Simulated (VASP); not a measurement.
## Ga: convergence with the smearing and plane-wave cutoff

A convergence test on Ga: the smearing and plane-wave cutoff. The series runs use r2SCAN. The smearing tried: ISMEAR = 0, SIGMA = 0.01; ISMEAR = 0, SIGMA = 0.05; ISMEAR = 0, SIGMA = 0.1; ISMEAR = 0, SIGMA = 0.2; ISMEAR = 0, SIGMA = 0.5; ISMEAR = 1, SIGMA = 0.01; ISMEAR = 1, SIGMA = 0.05; ISMEAR = 1, SIGMA = 0.1; ISMEAR = 1, SIGMA = 0.2; ISMEAR = 1, SIGMA = 0.5; ISMEAR = -5. The plane-wave cutoff tried: ENCUT = 170; ENCUT = 210; ENCUT = 250; ENCUT = 280; ENCUT = 330; ENCUT = 370; ENCUT = 450; ENCUT = 570. The start is a computed cell from the Materials Project.

Method: r2SCAN; plane waves and PAW (Ga_d), in VASP 6.6.1.

Report form: the programs' logs are mostly left out.

The starting crystal is not the ambient structure of Ga (space group No. 64); it is a model or a phase of other conditions.

### 1. Starting point

It takes space group P-1 (No. 2, triclinic). The conventional cell has a = 2.778 Å, b = 3.282 Å, c = 4.210 Å, α = 90.00°, β = 108.61°, γ = 90.00°. Nearest to Ga lie 8 Ga at 2.69 to 2.86 Å.

### 2. Smearing: ISMEAR = 0, SIGMA = 0.01

Smearing steadies the sum over the Fermi surface at the price of an entropy term. r2SCAN adds the kinetic-energy density, costs more than a GGA and is run with LASPH.

INCAR

```
SYSTEM = Ga
PREC = Accurate
ENCUT = 400
EDIFF = 1E-06
NELM = 100
ISMEAR = 0
SIGMA = 0.01
LREAL = .FALSE.
ALGO = Normal
METAGGA = R2SCAN
LASPH = .TRUE.
NBANDS = 19
LORBIT = 11
LWAVE = .FALSE.
LCHARG = .FALSE.
KPAR = 2
ISIF = 2
```

POSCAR

```
Ga
1.0
    2.7784220849      0.0000000000      0.0000000000
    0.0000000000      3.2816087900      0.0000000000
   -1.3434310986      0.0000000000      3.9902731763
Ga
2
Direct
    0.8621640000      0.2476030000      0.2268990000
    0.1268730000      0.7572700000      0.7678540000
```

KPOINTS

```
Automatic mesh
0
Gamma
8 7 6
0 0 0
```

The projector-augmented-wave data sets are Ga_d (PBE family, release 64).

The run is started by

```console
$ mpirun -np 2 vasp_std
```

The job ended after 60 s (2 MPI ranks of Intel Xeon 6975P-C (Granite Rapids), shared host; peak memory 0.34 GiB).

The k-mesh is coarse for a metal. The PAW data sets were made with PBE, which is usual practice but a small mismatch for other functionals.

This step gave:

| Property | Result |
| --- | --- |
| SCF cycles | 13 |
| electrons | 26 |
| bands | 19 |
| irreducible k-points | 170 |
| symmetry operations | 2 |
| free energy (TOTEN) | -22.69 eV |
| energy at zero smearing | -22.69 eV |
| Fermi energy | 5.938 eV |
| pressure | -0.6462 GPa |
| metallic, judged on the points sampled | yes |

The series starts at -11.3457 eV an atom and -0.65 GPa, after 13 cycles in 60 s. The entropy term T·S comes to 0.07 meV an atom in size.

### 3. Smearing: ISMEAR = 0, SIGMA = 0.05

INCAR: that of step 2 with these lines changed.

```diff
@@ -6,3 +6,3 @@
 ISMEAR = 0
-SIGMA = 0.01
+SIGMA = 0.05
 LREAL = .FALSE.
```

POSCAR is that of step 2.

KPOINTS is that of step 2.

The run is started by

```console
$ mpirun -np 2 vasp_std
```

The job ended after 60 s (2 MPI ranks; peak memory 0.34 GiB; 2 min of CPU time).

Against the run before the energy at zero width moves by -0.09 meV an atom and the pressure by +0.01 GPa, after 13 cycles in 60 s. The entropy term T·S comes to 1.00 meV an atom in size.

### 4. Smearing: ISMEAR = 0, SIGMA = 0.1

INCAR: that of step 3 with these lines changed.

```diff
@@ -6,3 +6,3 @@
 ISMEAR = 0
-SIGMA = 0.05
+SIGMA = 0.1
 LREAL = .FALSE.
```

POSCAR is that of step 3.

KPOINTS is that of step 3.

The run is started by

```console
$ mpirun -np 2 vasp_std
```

It took 62 s on 2 MPI ranks; peak memory 0.34 GiB; 2 min of CPU time.

Against the run before the energy at zero width moves by -0.25 meV an atom and the pressure by +0.07 GPa, after 13 cycles in 62 s. The entropy term T·S comes to 3.09 meV an atom in size.

### 5. Smearing: ISMEAR = 0, SIGMA = 0.2

INCAR: that of step 4 with these lines changed.

```diff
@@ -6,3 +6,3 @@
 ISMEAR = 0
-SIGMA = 0.1
+SIGMA = 0.2
 LREAL = .FALSE.
```

POSCAR is that of step 4.

KPOINTS is that of step 4.

The run is started by

```console
$ mpirun -np 2 vasp_std
```

Run time: 60 s. Hardware: 2 MPI ranks; peak memory 0.34 GiB; 2 min of CPU time.

Against the run before the energy at zero width moves by -0.71 meV an atom and the pressure by +0.07 GPa, after 13 cycles in 60 s. The entropy term T·S comes to 9.51 meV an atom in size.

### 6. Smearing: ISMEAR = 0, SIGMA = 0.5

INCAR: that of step 5 with these lines changed.

```diff
@@ -6,3 +6,3 @@
 ISMEAR = 0
-SIGMA = 0.2
+SIGMA = 0.5
 LREAL = .FALSE.
```

POSCAR is that of step 5.

KPOINTS is that of step 5.

The run is started by

```console
$ mpirun -np 2 vasp_std
```

Wall time 59 s (2 MPI ranks); peak memory 0.34 GiB.

Against the run before the energy at zero width moves by -2.20 meV an atom and the pressure by +0.20 GPa, after 13 cycles in 59 s. The entropy term T·S comes to 49.10 meV an atom in size.

### 7. Smearing: ISMEAR = 1, SIGMA = 0.01

INCAR: that of step 6 with these lines changed.

```diff
@@ -5,4 +5,4 @@
 NELM = 100
-ISMEAR = 0
-SIGMA = 0.5
+ISMEAR = 1
+SIGMA = 0.01
 LREAL = .FALSE.
```

POSCAR is that of step 6.

KPOINTS is that of step 6.

The run is started by

```console
$ mpirun -np 2 vasp_std
```

It took 60 s on 2 MPI ranks; peak memory 0.34 GiB.

Against the first of the series the energy at zero width moves by +0.01 meV an atom and the pressure by -0.02 GPa, after 13 cycles in 60 s. The entropy term T·S comes to 0.01 meV an atom in size.

### 8. Smearing: ISMEAR = 1, SIGMA = 0.05

INCAR: that of step 7 with these lines changed.

```diff
@@ -6,3 +6,3 @@
 ISMEAR = 1
-SIGMA = 0.01
+SIGMA = 0.05
 LREAL = .FALSE.
```

POSCAR is that of step 7.

KPOINTS is that of step 7.

The run is started by

```console
$ mpirun -np 2 vasp_std
```

The job ended after 59 s (2 MPI ranks; peak memory 0.34 GiB; 1.9 min of CPU time).

Against the run before the energy at zero width moves by -0.04 meV an atom and the pressure by +0.01 GPa, after 13 cycles in 59 s. The entropy term T·S comes to 0.15 meV an atom in size.

### 9. Smearing: ISMEAR = 1, SIGMA = 0.1

INCAR: that of step 8 with these lines changed.

```diff
@@ -6,3 +6,3 @@
 ISMEAR = 1
-SIGMA = 0.05
+SIGMA = 0.1
 LREAL = .FALSE.
```

POSCAR is that of step 8.

KPOINTS is that of step 8.

The run is started by

```console
$ mpirun -np 2 vasp_std
```

The job ended after 60 s (2 MPI ranks; peak memory 0.35 GiB).

Against the run before the energy at zero width moves by -0.07 meV an atom and the pressure by +0.01 GPa, after 13 cycles in 60 s. The entropy term T·S comes to 0.61 meV an atom in size.

### 10. Smearing: ISMEAR = 1, SIGMA = 0.2

INCAR: that of step 9 with these lines changed.

```diff
@@ -6,3 +6,3 @@
 ISMEAR = 1
-SIGMA = 0.1
+SIGMA = 0.2
 LREAL = .FALSE.
```

POSCAR is that of step 9.

KPOINTS is that of step 9.

The run is started by

```console
$ mpirun -np 2 vasp_std
```

The job ended after 57 s (2 MPI ranks; peak memory 0.34 GiB).

Against the run before the energy at zero width moves by -0.43 meV an atom and the pressure by +0.09 GPa, after 13 cycles in 57 s. The entropy term T·S comes to 1.29 meV an atom in size.

### 11. Smearing: ISMEAR = 1, SIGMA = 0.5

INCAR: that of step 10 with these lines changed.

```diff
@@ -6,3 +6,3 @@
 ISMEAR = 1
-SIGMA = 0.2
+SIGMA = 0.5
 LREAL = .FALSE.
```

POSCAR is that of step 10.

KPOINTS is that of step 10.

The run is started by

```console
$ mpirun -np 2 vasp_std
```

Wall time 60 s (2 MPI ranks); peak memory 0.34 GiB; 2 min of CPU time.

Against the run before the energy at zero width moves by -0.80 meV an atom and the pressure by +0.06 GPa, after 13 cycles in 60 s. The entropy term T·S comes to 4.94 meV an atom in size.

### 12. Smearing: ISMEAR = -5

INCAR: that of step 11 with these lines changed.

```diff
@@ -5,4 +5,4 @@
 NELM = 100
-ISMEAR = 1
-SIGMA = 0.5
+ISMEAR = -5
+SIGMA = 0.05
 LREAL = .FALSE.
```

POSCAR is that of step 11.

KPOINTS is that of step 11.

The run is started by

```console
$ mpirun -np 2 vasp_std
```

Wall time 64 s (2 MPI ranks); peak memory 0.35 GiB; 2.1 min of CPU time.

With tetrahedra the forces and stress of a metal are not exact derivatives of the energy.

Against the first of the series the energy at zero width moves by -11.58 meV an atom and the pressure by -0.01 GPa, after 14 cycles in 64 s.

### 13. The smearing series as a table

This step: convergence of r2SCAN results with the smearing; plane waves and PAW (VASP 6.6.1).

This step runs nothing: it gathers the runs above.

One cell and one 8×7×6 mesh. Free energy against width, by row:

| Gaussian width σ (eV) | free energy less that at the narrowest width (meV/atom) |
| --- | --- |
| 0.01 | 0 |
| 0.05 | -0.55 |
| 0.1 | -1.84 |
| 0.2 | -5.77 |
| 0.5 | -27.76 |

Differences are taken from the run with ISMEAR = 0, SIGMA = 0.01. Results of the series, by row:

| setting | status | energy less the reference (meV/atom) | pressure (GPa) | largest force difference (meV/Å) | SCF cycles | wall time (s) |
| --- | --- | --- | --- | --- | --- | --- |
| ISMEAR = 0, SIGMA = 0.01 | converged | 0 | -0.6462 | 0 | 13 | 60 |
| ISMEAR = 0, SIGMA = 0.05 | converged | -0.0866 | -0.6397 | 18.95 | 13 | 60 |
| ISMEAR = 0, SIGMA = 0.1 | converged | -0.3321 | -0.5731 | 29.35 | 13 | 62 |
| ISMEAR = 0, SIGMA = 0.2 | converged | -1.045 | -0.5015 | 34.81 | 13 | 60 |
| ISMEAR = 0, SIGMA = 0.5 | converged | -3.241 | -0.3001 | 43.71 | 13 | 59 |
| ISMEAR = 1, SIGMA = 0.01 | converged | 0.007775 | -0.6688 | 2.387 | 13 | 60 |
| ISMEAR = 1, SIGMA = 0.05 | converged | -0.03277 | -0.6563 | 11.99 | 13 | 59 |
| ISMEAR = 1, SIGMA = 0.1 | converged | -0.1073 | -0.6427 | 22.6 | 13 | 60 |
| ISMEAR = 1, SIGMA = 0.2 | converged | -0.5326 | -0.5548 | 33.46 | 13 | 57 |
| ISMEAR = 1, SIGMA = 0.5 | converged | -1.331 | -0.4995 | 32.78 | 13 | 60 |
| ISMEAR = -5 | converged | -11.58 | -0.6526 | 106.2 | 14 | 64 |

### 14. Plane-wave cutoff: ENCUT = 170

This step: r2SCAN; plane waves and PAW (Ga_d) (VASP 6.6.1).

The basis grows with ENCUT, and energy and stress both move with it.

INCAR: that of step 12 with these lines changed.

```diff
@@ -2,6 +2,6 @@
 PREC = Accurate
-ENCUT = 400
+ENCUT = 170
 EDIFF = 1E-06
 NELM = 100
-ISMEAR = -5
+ISMEAR = -1
 SIGMA = 0.05
```

POSCAR is that of step 12.

KPOINTS is that of step 12.

The run is started by

```console
$ mpirun -np 2 vasp_std
```

Run time: 17 s. Hardware: 2 MPI ranks; peak memory 0.23 GiB; 32 s of CPU time.

Numbers from this step:

```yaml
scf_cycles: 13
free_energy_toten: -16.98 eV
energy_at_zero_smearing: -16.97 eV
fermi_energy: 5.863 eV
pressure: -247.9 GPa
```

The series starts at -8.4874 eV an atom and -247.85 GPa, after 13 cycles in 17 s.

### 15. Plane-wave cutoff: ENCUT = 210

INCAR: that of step 14 with these lines changed.

```diff
@@ -2,3 +2,3 @@
 PREC = Accurate
-ENCUT = 170
+ENCUT = 210
 EDIFF = 1E-06
```

POSCAR is that of step 14.

KPOINTS is that of step 14.

The run is started by

```console
$ mpirun -np 2 vasp_std
```

It took 22 s on 2 MPI ranks; peak memory 0.26 GiB.

Against the run before the energy moves by -2572.55 meV an atom and the pressure by +196.54 GPa, after 12 cycles in 22 s.

### 16. Plane-wave cutoff: ENCUT = 250

INCAR: that of step 15 with these lines changed.

```diff
@@ -2,3 +2,3 @@
 PREC = Accurate
-ENCUT = 210
+ENCUT = 250
 EDIFF = 1E-06
```

POSCAR is that of step 15.

KPOINTS is that of step 15.

The run is started by

```console
$ mpirun -np 2 vasp_std
```

It took 27 s on 2 MPI ranks; peak memory 0.26 GiB.

Against the run before the energy moves by -258.82 meV an atom and the pressure by +42.42 GPa, after 13 cycles in 27 s.

### 17. Plane-wave cutoff: ENCUT = 280

INCAR: that of step 16 with these lines changed.

```diff
@@ -2,3 +2,3 @@
 PREC = Accurate
-ENCUT = 250
+ENCUT = 280
 EDIFF = 1E-06
```

POSCAR is that of step 16.

KPOINTS is that of step 16.

The run is started by

```console
$ mpirun -np 2 vasp_std
```

Wall time 23 s (2 MPI ranks); peak memory 0.29 GiB; 44 s of CPU time.

Against the run before the energy moves by -23.15 meV an atom and the pressure by +7.39 GPa, after 13 cycles in 23 s.

### 18. Plane-wave cutoff: ENCUT = 330

INCAR: that of step 17 with these lines changed.

```diff
@@ -2,3 +2,3 @@
 PREC = Accurate
-ENCUT = 280
+ENCUT = 330
 EDIFF = 1E-06
```

POSCAR is that of step 17.

KPOINTS is that of step 17.

The run is started by

```console
$ mpirun -np 2 vasp_std
```

Wall time 30 s (2 MPI ranks); peak memory 0.3 GiB; 58 s of CPU time.

Against the run before the energy moves by -4.72 meV an atom and the pressure by +1.35 GPa, after 13 cycles in 30 s.

### 19. Plane-wave cutoff: ENCUT = 370

INCAR: that of step 18 with these lines changed.

```diff
@@ -2,3 +2,3 @@
 PREC = Accurate
-ENCUT = 330
+ENCUT = 370
 EDIFF = 1E-06
```

POSCAR is that of step 18.

KPOINTS is that of step 18.

The run is started by

```console
$ mpirun -np 2 vasp_std
```

Wall time 57 s (2 MPI ranks); peak memory 0.33 GiB; 1.9 min of CPU time.

Against the run before the energy moves by +1.09 meV an atom and the pressure by -0.41 GPa, after 13 cycles in 57 s.

### 20. Plane-wave cutoff: ENCUT = 450

INCAR: that of step 19 with these lines changed.

```diff
@@ -2,3 +2,3 @@
 PREC = Accurate
-ENCUT = 370
+ENCUT = 450
 EDIFF = 1E-06
```

POSCAR is that of step 19.

KPOINTS is that of step 19.

The run is started by

```console
$ mpirun -np 2 vasp_std
```

Elapsed: 66 s, on 2 MPI ranks; peak memory 0.38 GiB; 2.2 min of CPU time.

Against the run before the energy moves by -1.71 meV an atom and the pressure by +0.33 GPa, after 13 cycles in 66 s.

### 21. Plane-wave cutoff: ENCUT = 570

INCAR: that of step 20 with these lines changed.

```diff
@@ -2,3 +2,3 @@
 PREC = Accurate
-ENCUT = 450
+ENCUT = 570
 EDIFF = 1E-06
```

POSCAR is that of step 20.

KPOINTS is that of step 20.

The run is started by

```console
$ mpirun -np 2 vasp_std
```

Elapsed: 83 s, on 2 MPI ranks; peak memory 0.47 GiB.

Against the run before the energy moves by -0.72 meV an atom and the pressure by +0.09 GPa, after 13 cycles in 83 s.

### 22. The plane-wave cutoff series as a table

This step: convergence of r2SCAN results with the cutoff; plane waves and PAW (VASP 6.6.1).

This step runs nothing: it gathers the runs above.

Differences are taken from the run with ENCUT = 570. Results of the series, by row:

| setting | status | energy less the reference (meV/atom) | pressure (GPa) | largest force difference (meV/Å) | SCF cycles | wall time (s) |
| --- | --- | --- | --- | --- | --- | --- |
| ENCUT = 170 | converged | 2861 | -247.8 | 415.1 | 13 | 16.8 |
| ENCUT = 210 | converged | 288 | -51.31 | 78.52 | 12 | 22 |
| ENCUT = 250 | converged | 29.22 | -8.89 | 21.66 | 13 | 27 |
| ENCUT = 280 | converged | 6.073 | -1.504 | 33.49 | 13 | 23 |
| ENCUT = 330 | converged | 1.35 | -0.1575 | 18.48 | 13 | 30 |
| ENCUT = 370 | converged | 2.435 | -0.568 | 10.79 | 13 | 57 |
| ENCUT = 450 | converged | 0.7246 | -0.2386 | 12.95 | 13 | 66 |
| ENCUT = 570 | converged | 0 | -0.1468 | 0 | 13 | 83 |

### 23. Summary of results

```json
{
  "spread of the pressure over the smearing": "0.369 GPa",
  "spread of the energy over the smearing": "11.6 meV/atom",
  "plane-wave cutoff from which the energy stays within 10 meV/atom of the reference": "ENCUT = 280",
  "plane-wave cutoff from which the energy stays within 1 meV/atom of the reference": "ENCUT = 450",
  "plane-wave cutoff from which the pressure stays within 0.2 GPa of the reference": "ENCUT = 450",
  "spread of the pressure over the plane-wave cutoff": "248 GPa",
  "spread of the energy over the plane-wave cutoff": "2861 meV/atom"
}
```

What this shows: The usual rule keeps the entropy term T·S under 1 meV an atom, which holds, of the widths tried, up to 0.05 eV for Gaussian and 0.1 eV for first-order Methfessel-Paxton. That rule is made for Methfessel-Paxton; with the other schemes the zero-width estimate is the energy to use. Farthest in energy from the narrowest smearing lies ISMEAR = -5 (-11.6 meV an atom, -0.01 GPa, 106.2 meV/Å in forces). On a fixed mesh a narrow width is not the exact answer for a metal: it samples the Fermi surface more noisily. From ENCUT = 450 on, the energy stays within 1 meV an atom of the reference, at 80 % of its time. The pressure holds within 0.2 GPa from ENCUT = 450 on. These cutoffs are 0.6 to 2 times the default of the data sets, about 280 eV; at the default the run is off by +6.1 meV an atom, -1.36 GPa, 33.5 meV/Å in forces, and at 1.3 times by +2.4 meV an atom, -0.42 GPa, 10.8 meV/Å in forces. Energy differences between like cells converge faster than these totals. For the plane-wave cutoff, differences are taken from the run with ENCUT = 570, which is itself not the exact limit. The runs at ENCUT = 170; ENCUT = 210; ENCUT = 250 are over 30 meV an atom or 2 GPa off and describe the material poorly.

[Lines on the potential files, build, host, timing and source positions are cut from VASP's logs without a mark.]

[Logs are printed without paths, hosts, clocks, repeated set-up lines and the standing remarks that a program may print on its own settings, such as how far it seeks lower states.]

[Hosts, paths, dates, database ids (printed as entryN), source tags and the programs' standing remarks are cut or masked in the printed files.]

[A measured line is paired with the nearest computed mode of its activity, which favours agreement.]

[In band tables of VASP the shares of atoms and orbitals are scaled to a sum of 1 inside the atoms' spheres.]
